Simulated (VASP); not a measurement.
Input for VASP

### KPOINTS
```
Automatic mesh
0
Gamma
8 8 3
0 0 0
```

POSCAR:
```
BN
1
    1.2520000000    -2.1685280000     0.0000000000
    1.2520000000     2.1685280000     0.0000000000
    0.0000000000     0.0000000000     6.6600000000
B N
2 2
Direct
  0.3333330000   0.6666670000   0.2500000000
  0.6666670000   0.3333330000   0.7500000000
  0.6666670000   0.3333330000   0.2500000000
  0.3333330000   0.6666670000   0.7500000000
```

INCAR:
```
SYSTEM = BN
PREC = Accurate
ENCUT = 520
EDIFF = 1E-6
NELM = 100
ALGO = Normal
LREAL = .FALSE.
LASPH = .TRUE.
ISMEAR = 0
SIGMA = 0.05
GGA = PE
LWAVE = .FALSE.
LCHARG = .FALSE.
ISIF = 2
```

POTCAR, in this order: B N (PBE.64 set). Program: vasp_gam.

What VASP printed:

### standard output
```
 POSCAR found type information on POSCAR B N
 POSCAR found :  2 types and       4 ions
 Reading from existing POTCAR
 Reading from existing POTCAR
 LDA part: xc-table for (Slater+PW92), standard interpolation

 -----------------------------------------------------------------------------
|                                                                             |
|     EEEEEEE  RRRRRR   RRRRRR   OOOOOOO  RRRRRR      ###     ###     ###     |
|     E        R     R  R     R  O     O  R     R     ###     ###     ###     |
|     E        R     R  R     R  O     O  R     R     ###     ###     ###     |
|     EEEEE    RRRRRR   RRRRRR   O     O  RRRRRR       #       #       #      |
|     E        R   R    R   R    O     O  R   R                               |
|     E        R    R   R    R   O     O  R    R      ###     ###     ###     |
|     EEEEEEE  R     R  R     R  OOOOOOO  R     R     ###     ###     ###     |
|                                                                             |
|     You are using the Gamma-point-only version with more than one           |
|     k-point or some other non-Gamma k-point.                                |
|                                                                             |
|       ---->  I REFUSE TO CONTINUE WITH THIS SICK JOB ... BYE!!! <----       |
|                                                                             |
 -----------------------------------------------------------------------------
```

From input and log, find the fault in this run and mend it.

The cause: the Γ-only program was given a k-mesh. VASP stops with an error: You are using the Gamma-point-only version with more than one k-point or some other non-Gamma k-point. ----> I REFUSE TO CONTINUE WITH THIS SICK JOB ... BYE!!! <---- To mend it, run vasp_std.

The mended run (PBE GGA, plane waves, VASP's PBE PAW potentials (set 64)) converges, and its OSZICAR ends with
```
   1 F= -.35154541E+02 E0= -.35154541E+02  d E =-.522342E-17
```

The compound is BN in the hex structure. The cell was not relaxed at this level.
